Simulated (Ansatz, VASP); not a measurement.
## Cross-check of TaN between VASP and Ansatz

Wanted: the spread between two codes on one cell, functional and k mesh. The structure shown is the end of the Ansatz relaxation below.

Program: Ansatz 0.2.0. Level of theory: plane waves, with VASP 6.6.1 beside it; single point at PBEsol. Results are calculated unless marked as measured.

**1. Starting point**

It takes space group P-6m2 (No. 187, hexagonal). Conventional cell: a = 2.924 Å, b = 2.924 Å, c = 2.871 Å, α = 90.00°, β = 90.00°, γ = 120.00°. Ta has 6 N at 2.22 Å nearest. N has 6 Ta at 2.22 Å nearest. Farther neighbours and most contacts between anions are not listed.

Structure file:

```
Ta N
1.0
     2.92378    0.00000    0.00000
    -1.46189    2.53207    0.00000
     0.00000    0.00000    2.87057
Ta N
1 1
Direct
  0.00000 0.00000 0.00000
  0.66667 0.33333 0.50000
```

**2. Ansatz: relaxation, PBEsol**

Ansatz runs on its PAW soft_1 files.

This run makes the geometry at which the two programs are then compared.

Contents of input.yaml:

```yaml
crystal:
  lattice:
    - [2.923783, 0.0, 0.0]
    - [-1.4618915, 2.5320703532, 0.0]
    - [0.0, 0.0, 2.87057]
  atoms:
    - { symbol: Ta, position: [0.0, 0.0, 0.0] }
    - { symbol: "N", position: [0.6666667, 0.3333333, 0.5] }
kpoints:
  mp_grid: { grid: [17, 17, 15] }
scf:
  occupations: { method: fermi_dirac, width: 0.05 }
hamiltonian:
  xc: pbesol
  pseudopotentials: { kind: paw, azcp: { folder: soft_1 }, xc_functional: pbe }
basis:
  ecutwfc: 600
output:
  forces: true
  stress: true
relax:
  f_tol: 0.005
  max_steps: 70
  cell: { stress_tol: 0.02, p_target: 0, fix: [a, b, alpha, beta, gamma] }
```

Launch:

```sh
> ansatz run input.yaml --threads 3 --pin off --max-ram 5120MiB --backend cpu --events-out ev --progress --plain --runs-dir out
```

Numbers of over 12 decimals in the logs are rounded to 6 here.

Output:

```text
Engine: ansatz 0.2.0, x86_64-unknown-linux-gnu
Pseudopotentials: kind: paw
Pseudopotential: Ta, paw, valence charge 13, recommended cutoff 420 eV (normal), soft_1/Ta.paw.azcp
Pseudopotential: N, paw, valence charge 5, recommended cutoff 420 eV (normal), soft_1/N.paw.azcp
Functional definition: PBEsol
  exchange = pbesol_x
  correlation = pbesol_c
Crystal: 2 atoms, lattice volume = 21.251 Å³
Basis set: ecut = 600 eV, 701 PW (Γ), exchange–correlation on 48×48×48 points (8 copies of the dense FFT grid, shifted against one another)
Bands: 13, of which v1, the nominal top of the filled ones, is band 9 counted from 1 (8 counted from 0)
Symmetry: 12 space group operations
Space group: P-6m2 (ITA 187), of the structure as read, at distance tolerance 2.8e-5 Å
k-points: 264 of 4335 (time reversal used)
Non-local potential: Ta, projectors of the file, l = 0: 3, l = 1: 2, l = 2: 2, l = 3: 1
Non-local potential: N, projectors of the file, l = 0: 2, l = 1: 2, l = 2: 1
PAW form: soft (Blöchl's): semilocal exchange-correlation on the pseudo side does not see the compensation charge
PAW frozen core: Ta, regenerated for the run's functional, and the local potential with it (the file was generated under x = pbe(κ = 0.804, μ = 0.219515), c = pbe(β = 0.066725))
PAW frozen core: N, regenerated for the run's functional, and the local potential with it (the file was generated under x = pbe(κ = 0.804, μ = 0.219515), c = pbe(β = 0.066725))
PAW one-centre angular grid: Ta, 590 points (default); XC on 64 Gauss nodes
PAW one-centre angular grid: N, 110 points (default); XC on 64 Gauss nodes
Initial density: superposition of atomic densities (chi_scale 0.1, normalization cell, long waves kept (reshape's long-wave potential 0.00 eV rms))
Initial wavefunctions: pseudopotential atomic-orbital guess
Functional: x = pbesol(κ = 0.804, μ = 0.123457), c = pbesol(β = 0.046)
SCF iter   1: F=—  HF=-10188.584617 eV  |F-HF|=—  |Δ(HF+E_count)|=         —  Δρ=4.87e-2  dr2=2.78e-1  ethr=3.10e-3  ⟨swp⟩=5.7  Hψ=16779  notcnv=0
preconditioner: auto → none  [metal: Δε(μ)=0.051 eV  Ē_g=11.283 eV  σ=0.050 eV  W_gap=0.25  n_scr=8 (ndim 8)  ℏωp=25.5 eV  f_vac=0.000  D(μ)=0.07/eV (n_scr^D=0)  sad-step TF]
SCF iter   2: F=—  HF=-10188.577147 eV  |F-HF|=—  |Δ(HF+E_count)|=   7.47e-3  Δρ=3.05e-2  dr2=1.21e-1  ethr=1.55e-3  ⟨swp⟩=1.0  Hψ=5544  notcnv=0
SCF iter   3: F=—  HF=-10188.563587 eV  |F-HF|=—  |Δ(HF+E_count)|=   1.36e-2  Δρ=1.67e-3  dr2=2.44e-4  ethr=6.71e-4  ⟨swp⟩=2.9  Hψ=5761  notcnv=0
SCF iter   4: F=—  HF=-10188.563704 eV  |F-HF|=—  |Δ(HF+E_count)|=   1.16e-4  Δρ=4.15e-4  dr2=2.99e-5  ethr=1.36e-6  ⟨swp⟩=2.6  Hψ=5809  notcnv=0
SCF iter   5: F=—  HF=-10188.563695 eV  |F-HF|=—  |Δ(HF+E_count)|=   8.37e-6  Δρ=4.74e-5  dr2=2.67e-7  ethr=1.66e-7  ⟨swp⟩=2.0  Hψ=4574  notcnv=0
SCF iter   6: F=-10188.563695 eV  HF=-10188.563695 eV  |F-HF|=4.91e-10  |Δ(HF+E_count)|=   3.84e-9  Δρ=9.38e-6  dr2=5.23e-9  ethr=5.56e-10  ⟨swp⟩=4.9  Hψ=12389  notcnv=0
SCF 1 converged in 6 iterations: F = -10188.563695 eV  dr2 = 5.23e-9
  greatest PAW one-centre occupation: 0.999 electrons in one spin orbital (limit 2), on the Ta atom at site 0 (counted from 0), in its partial waves of l = 0
relax step   1: F+E_penalty+E_count = -10188.56369531 eV  Δ(F+E_penalty+E_count) = +0.000e0 eV  max|allowed force component| = 9.252e-17 eV/Å  Δτ_max = 0.0000 Å  P = -0.000 GPa  Ω = 21.251 Å³  fix = [a, b, alpha, beta, gamma]  reactions: a -0.000, b -0.000 GPa  (6 SCF iters, dr2 threshold 1.00e-7 eV, accepted)
Initial density: handed on by an earlier stage of this run
Initial wavefunctions: pseudopotential atomic-orbital guess (no wavefunctions were taken with the density)
iter 1 solved again at ethr=4.20e-8 eV; its pass at ethr=3.10e-3 eV (dr2=7.55e-6 eV) is discarded
SCF iter   1: F=—  HF=-10188.563698 eV  |F-HF|=—  |Δ(HF+E_count)|=         —  Δρ=9.53e-6  dr2=5.47e-9  ethr=4.20e-8  ⟨swp⟩=3.2  Hψ=27147  notcnv=0
preconditioner: auto → none  [metal: Δε(μ)=0.033 eV  Ē_g=11.187 eV  σ=0.050 eV  W_gap=0.17  n_scr=8 (ndim 8)  ℏωp=25.5 eV  f_vac=0.000  D(μ)=0.07/eV (n_scr^D=0)]
SCF iter   2: F=—  HF=-10188.563695 eV  |F-HF|=—  |Δ(HF+E_count)|=   3.05e-6  Δρ=4.35e-6  dr2=8.06e-10  ethr=3.04e-11  ⟨swp⟩=2.9  Hψ=6655  notcnv=0
SCF iter   3: F=—  HF=-10188.563695 eV  |F-HF|=—  |Δ(HF+E_count)|=  3.53e-10  Δρ=8.54e-7  dr2=3.26e-11  ethr=4.48e-12  ⟨swp⟩=2.1  Hψ=4167  notcnv=0
iter 4 did not close the SCF: its close was put off for the readings that it lacked (scf_convergence_deferred on its scf_iter line)
SCF iter   4: F=-10188.563695 eV  HF=-10188.563695 eV  |F-HF|=5.46e-12  |Δ(HF+E_count)|=  1.82e-11  Δρ=5.66e-8  dr2=3.01e-13  ethr=1.00e-12  ⟨swp⟩=1.0  Hψ=3432  notcnv=0
iter 5 did not close the SCF: its close was put off for the readings that it lacked (scf_convergence_deferred on its scf_iter line)
SCF iter   5: F=-10188.563695 eV  HF=-10188.563695 eV  |F-HF|=1.82e-12  |Δ(HF+E_count)|=  1.82e-12  Δρ=7.92e-9  dr2=9.06e-15  ethr=1.00e-12  ⟨swp⟩=1.0  Hψ=3432  notcnv=0
iter 6 did not close the SCF: its close was put off for the readings that it lacked (scf_convergence_deferred on its scf_iter line)
SCF iter   6: F=-10188.563695 eV  HF=-10188.563695 eV  |F-HF|=7.28e-12  |Δ(HF+E_count)|=  3.64e-12  Δρ=1.46e-9  dr2=1.24e-16  ethr=1.00e-12  ⟨swp⟩=1.0  Hψ=3432  notcnv=0
iter 7 did not close the SCF: its close was put off for the readings that it lacked (scf_convergence_deferred on its scf_iter line)
SCF iter   7: F=-10188.563695 eV  HF=-10188.563695 eV  |F-HF|=5.46e-12  |Δ(HF+E_count)|=  1.82e-12  Δρ=2.07e-10  dr2=4.81e-18  ethr=1.00e-12  ⟨swp⟩=1.0  Hψ=3432  notcnv=0
SCF iter   8: F=-10188.563695 eV  HF=-10188.563695 eV  |F-HF|=3.64e-12  |Δ(HF+E_count)|=  3.64e-12  Δρ=7.82e-11  dr2=1.30e-18  ethr=1.00e-12  ⟨swp⟩=2.0  Hψ=9040  notcnv=0
SCF 2 converged in 8 iterations: F = -10188.563695 eV  dr2 = 1.30e-18
relax step   2: F+E_penalty+E_count = -10188.56369531 eV  Δ(F+E_penalty+E_count) = -8.095e-10 eV  max|allowed force component| = 1.110e-16 eV/Å  Δτ_max = 0.0000 Å  P = -0.000 GPa  Ω = 21.251 Å³  fix = [a, b, alpha, beta, gamma]  reactions: a -0.000, b -0.000 GPa  stress off target by 7.45e-5 GPa on what of the cell is left free  SCF on the basis re-selected at this cell (its energy is not comparable with the rows above)  (8 SCF iters)
basis re-selected at this cell: Δ(F+E_penalty+E_count) = -8.095e-10 eV, ΔP = +0.000 GPa vs the last step (what re-selecting the basis moved, of the pressure what is left beyond the Pulay correction that the steps carried, after the strain that the cell walked since its last selection, with what the two solves' SCF thresholds leave and, on support functions, any second-order correction that the steps lacked; it is no  [...]
SCF converged after 8 iterations
Free energy (F): -10188.563695 eV
Harris-Foulkes:  -10188.563695 eV  (|F-HF|=3.64e-12)
Internal energy: -10188.563140 eV  (E = F + TS)
E sigma→0 (E₀):  -10188.563418 eV
Entropy (-TS):   -0.000555 eV (-0.277 meV/atom)
Fermi energy:    20.254007 eV
--- Per-component energies (eV) ---
  E_band       = -51.015167
  E_kinetic    = 523.811855
  E_local      = -581.153417  (includes V_loc(G=0)·N_el)
  E_nonlocal   = 26.445999
  E_hartree    = 207.792671
  E_xc         = -379.197751
  E_vxc        = -310.426042  (∫ρ·V_xc dr)
  E_paw        = -8304.614829  (= ΣΔE_a)
  E_vpaw       = -125.278959  (= ΣTr[D̂ρ^β])
  E_aug_tail   = 0.000053  (compensation charges beyond the density's cutoff)
  E_ewald      = -1681.889534
  E_core_change = 0.241812  (= ΣΔE_core)
  E_smearing   = -0.000555  (= −TS)
  E_closure    = 0.000000  (closes the sum)
  Σ components = -10188.563695   (vs F -10188.563695, Δ=0.00e0)
--- Forces (eV/Å), atoms counted from 1 ---
  atom   1  Ta     0.00000000     0.00000000     0.00000000
  atom   2  N      0.00000000     0.00000000     0.00000000
  max |Σ_I F_I| component: 6.66e-16 eV/Å
--- Stress (GPa, compression-positive) ---
       -0.000190      -0.000000       0.000000
       -0.000000      -0.000190       0.000000
        0.000000       0.000000       0.000074
  P = ⅓ Tr σ = -0.0001 GPa (-0.001 kbar)
--- Relaxed structure (1 steps of the walk, 1 accepted, 1 SCFs on fresh bases) ---
  F+E_penalty+E_count = -10188.56369531 eV   max|allowed force component| = 1.110e-16 eV/Å   (the final SCF, on the basis selected at the relaxed cell)
  cell:  # Å, volume = 21.2515 Å³
    - [2.923783, 0.0, 0.0]
    - [-1.461892, 2.532070, 0.0]
    - [0.0, 0.0, 2.87057]
  atoms:
    - { symbol: Ta, position: [-7.401487051415874e-17, 0.0, 0.0] }
    - { symbol: N, position: [0.666667, 0.333333, 0.500000] }
```

**3. VASP: single point, PBEsol, pair 1**

The same cell, functional, mesh and smearing now go to VASP, with its own data sets.

Lines of VASP's logs that name or quote its potential files are left out, and so is its time.

Contents of INCAR:

```
SYSTEM = TaN
PREC = Accurate
ENCUT = 600
EDIFF = 1E-06
NELM = 120
ISMEAR = -1
SIGMA = 0.05
LREAL = .FALSE.
ALGO = Normal
GGA = PS
NBANDS = 14
LASPH = .TRUE.
LORBIT = 11
LWAVE = .FALSE.
LCHARG = .FALSE.
ISIF = 2
GGA_COMPAT = .FALSE.
KPAR = 2
```

Contents of POSCAR:

```
TaN
1.0
    2.9237830000      0.0000000000      0.0000000000
   -1.4618915000      2.5320703532      0.0000000000
    0.0000000000      0.0000000000      2.8705700000
Ta N
1 1
Direct
    0.0000000000      0.0000000000      0.0000000000
    0.6666666667      0.3333333333      0.5000000000
```

Contents of KPOINTS:

```
Automatic mesh
0
Gamma
17 17 15
0 0 0
```

PAW data sets: Ta_pv and N (PBE family, release 64).

Launch:

```sh
> mpirun -np 2 vasp_std
```

Output:

```text
[banner, memory and clock lines left out]
running    2 mpi-ranks, on    1 nodes
 distrk:  each k-point on    1 cores,    2 groups
 distr:  one band on    1 cores,    1 groups

 POSCAR found type information on POSCAR TaN
 POSCAR found :  2 types and       2 ions
|                                                                             |
|               ----> ADVICE to this user running VASP <----                  |
|                                                                             |
|     You enforced a specific xc type in the INCAR file but a different       |
|     [... a line on the potential file left out ...]
|     I HOPE YOU KNOW WHAT YOU ARE DOING!                                     |
|                                                                             |

 LDA part: xc-table for (Slater+PW92), standard interpolation
 POSCAR, INCAR and KPOINTS ok, starting setup
 FFT: planning ... GRIDC
 FFT: planning ... GRID_SOFT
 FFT: planning ... GRID
 WAVECAR not read
 entering main loop
       N       E                     dE             d eps       ncg     rms          rms(c)
DAV:   1     0.105492613027E+03    0.10549E+03   -0.95465E+03  7392   0.132E+03
DAV:   2    -0.224202545246E+02   -0.12791E+03   -0.12134E+03  9048   0.347E+02
DAV:   3    -0.261141972936E+02   -0.36939E+01   -0.36638E+01  8772   0.583E+01
DAV:   4    -0.261345008372E+02   -0.20304E-01   -0.20299E-01  8520   0.457E+00
DAV:   5    -0.261346224718E+02   -0.12163E-03   -0.12163E-03  8796   0.331E-01    0.244E+01
DAV:   6    -0.239323690778E+02    0.22023E+01   -0.39196E+00  8820   0.246E+01    0.104E+01
DAV:   7    -0.238444273756E+02    0.87942E-01   -0.37260E-01  9126   0.624E+00    0.716E+00
DAV:   8    -0.238130571043E+02    0.31370E-01   -0.12886E-01 10020   0.346E+00    0.151E+00
DAV:   9    -0.238080154031E+02    0.50417E-02   -0.11076E-02  8400   0.961E-01    0.206E-01
DAV:  10    -0.238079265402E+02    0.88863E-04   -0.54055E-04 10014   0.287E-01    0.144E-01
DAV:  11    -0.238078861247E+02    0.40415E-04   -0.62669E-05  8370   0.825E-02    0.149E-02
DAV:  12    -0.238078861380E+02   -0.13285E-07   -0.45088E-06  9516   0.197E-02
   1 F= -.23807886E+02 E0= -.23807601E+02  d E =-.570652E-03
```

From OUTCAR (step 3):

```text
ion  position               nearest neighbor table
   1  0.000  0.000  0.000-   2 2.22   2 2.22   2 2.22   2 2.22   2 2.22   2 2.22
   2  0.667  0.333  0.500-   1 2.22   1 2.22   1 2.22   1 2.22   1 2.22   1 2.22

  LATTYP: Found a hexagonal cell.
 ALAT       =     2.9237830000
 C/A-ratio  =     0.9817999489

 Subroutine GETGRP returns: Found 12 space group operations
 (whereof 12 operations were pure point group operations)

The static configuration has the point symmetry D_3h.

 Found    264 irreducible k-points:

   k-points           NKPTS =    264   k-points in BZ     NKDIM =    264   number of bands    NBANDS=     14

   dimension x,y,z NGX =    24 NGY =   24 NGZ =   24
   dimension x,y,z NGXF=    48 NGYF=   48 NGZF=   48

   ENCUT  =  600.0 eV  44.10 Ry    6.64 a.u.   5.84  5.84  5.73*2*pi/ulx,y,z

   NELECT =      16.0000    total number of electrons

 k-points in reciprocal lattice and weights: Automatic mesh
   0.00000000  0.00000000  0.00000000       0.000
   0.05882353  0.00000000  0.00000000       0.001
   0.11764706 -0.00000000  0.00000000       0.001
   0.17647059 -0.00000000  0.00000000       0.001
   0.23529412 -0.00000000  0.00000000       0.001
   0.29411765  0.00000000  0.00000000       0.001
   0.35294118 -0.00000000  0.00000000       0.001
   0.41176471  0.00000000  0.00000000       0.001
   0.47058824 -0.00000000  0.00000000       0.001
[...]
0.29411765  0.29411765  0.46666667       0.003
   0.35294118  0.29411765  0.46666667       0.003

 average (electrostatic) potential at core
       1 -34.6248       2 -61.6170

 E-fermi :   8.2108

 k-point     1 :       0.0000    0.0000    0.0000
  band No.  band energies     occupation
    ...
      4      -9.6043      2.00000
      5       3.6182      2.00000
      6       3.6182      2.00000
      7       3.9460      2.00000
      8       5.3105      2.00000
      9      10.5652      0.00000
     10      11.8998      0.00000
     11      11.8998      0.00000
     12      12.2985      0.00000
     13      12.2985      0.00000
    ...

 k-point     2 :       0.0588    0.0000    0.0000
  band No.  band energies     occupation
    ...
      4      -9.5291      2.00000
      5       3.3812      2.00000
      6       3.6751      2.00000
      7       4.0625      2.00000
      8       5.2012      2.00000
      9      10.8401      0.00000
     10      11.7379      0.00000
     11      11.9096      0.00000
     12      12.2599      0.00000
     13      12.4004      0.00000
    ...

 k-point     3 :       0.1176   -0.0000    0.0000
  band No.  band energies     occupation
    ...
      4      -9.3126      2.00000
      5       2.8334      2.00000
      6       3.8363      2.00000
      7       4.3310      2.00000
      8       4.9075      2.00000
      9      11.2584      0.00000
     10      11.6157      0.00000
     11      11.9511      0.00000
     12      12.1510      0.00000
     13      12.6611      0.00000
    ...

  Total        0.0959748      0.0959748      0.1286015      0.0000000      0.0000000      0.0000000
  in kB        7.2356734      7.2356734      9.6954425      0.0000000      0.0000000      0.0000000
  external PRESSURE =       8.0555965 kB  Pullay stress =       0.0000000 kB

  energy-cutoff  :      600.00
  volume of cell :       21.25
      direct lattice vectors                 reciprocal lattice vectors
     2.923783000  0.000000000  0.000000000     0.342022647  0.197466867  0.000000000
    -1.461891500  2.532070353  0.000000000     0.000000000  0.394933734  0.000000000
     0.000000000  0.000000000  2.870570000     0.000000000  0.000000000  0.348362869

 POSITION                                       TOTAL-FORCE (eV/Angst)
 -----------------------------------------------------------------------------------
      0.00000      0.00000      0.00000         0.000000      0.000000      0.000000
      1.46189      0.84402      1.43528        -0.000000      0.000000      0.000000
 -----------------------------------------------------------------------------------
    total drift:                               -0.000000      0.000000      0.000000

  FREE ENERGIE OF THE ION-ELECTRON SYSTEM (eV)
  ---------------------------------------------------
  free  energy   TOTEN  =       -23.8078861380 eV

  energy  without entropy=      -23.8073154859  energy(sigma->0) =      -23.80760081

 total charge
# of ion       s       p       d       tot
------------------------------------------
    1        0.309   6.276   2.458   9.043
    2        1.219   2.493   0.000   3.713
--------------------------------------------------
tot          1.528   8.769   2.458  12.755

[... 3 further parts left out ...]
```

The run ends at a pressure of 0.81 GPa.

**4. Comparison**

Known differences besides the potentials themselves: the data sets hold 18 valence electrons in Ansatz (on its PAW soft_1 files) and 16 in VASP; Ansatz makes its cores anew for this functional, VASP keeps those of its PBE data sets; Ansatz's pressure holds a Pulay correction, VASP's none. Total energies have different zeros and are not compared.

Compared:

| quantity | Ansatz | VASP | difference |
| --- | --- | --- | --- |
| pressure (GPa) | 0.00 | 0.81 | -0.81 |

**5. Ansatz: relaxation, PBEsol**

This run makes the geometry at which the two programs are then compared. The cell compared in this pair holds 20.91 Å³, against 21.25 Å³ for the pair before.

The structure compared here is the end of the Ansatz relaxation.

input.yaml: that of step 2 with these lines changed.

```diff
@@ -2,5 +2,5 @@
   lattice:
-    - [2.923783, 0.0, 0.0]
-    - [-1.4618915, 2.5320703532, 0.0]
-    - [0.0, 0.0, 2.87057]
+    - [2.89454517, 0.0, 0.0]
+    - [-1.447272585, 2.5067496496, 0.0]
+    - [0.0, 0.0, 2.88779342]
   atoms:
```

Launch:

```sh
> ansatz run input.yaml --threads 3 --pin off --max-ram 5120MiB --backend cpu --events-out ev --progress --plain --runs-dir out
```

Output:

```text
[...]
Crystal: 2 atoms, lattice volume = 20.954 Å³
Basis set: ecut = 600 eV, 701 PW (Γ), exchange–correlation on 48×48×48 points (8 copies of the dense FFT grid, shifted against one another)
Bands: 13, of which v1, the nominal top of the filled ones, is band 9 counted from 1 (8 counted from 0)
Symmetry: 12 space group operations
[...]
k-points: 264 of 4335 (time reversal used)
[...]
-0.000000       8.632620      -0.000000
        0.000000      -0.000000      -0.008483
  P = ⅓ Tr σ = 5.7523 GPa (57.523 kbar)
--- Relaxed structure (3 steps of the walk, 3 accepted, 1 SCFs on fresh bases) ---
[...]
cell:  # Å, volume = 20.9090 Å³
    - [2.894545, 0, 0]
    - [-1.447273, 2.506750, 0]
    - [0, 0, 2.881659]
  atoms:
    - { symbol: Ta, position: [-7.401487051415875e-17, 0, 0] }
    - { symbol: N, position: [0.666667, 0.333333, 0.5] }
[key lines of the parts left out:]
SCF converged after 8 iterations
Free energy (F): -10188.552442 eV
Fermi energy:    20.615044 eV
```

[end of part 1 of 2]

[Lines on the potential files, build, host, timing and source positions are cut from VASP's logs without a mark.]

[Logs are printed without paths, hosts, clocks, repeated set-up lines and the standing remarks that a program may print on its own settings, such as how far it seeks lower states.]

[Hosts, paths, dates, database ids (printed as entryN), source tags and the programs' standing remarks are cut or masked in the printed files.]
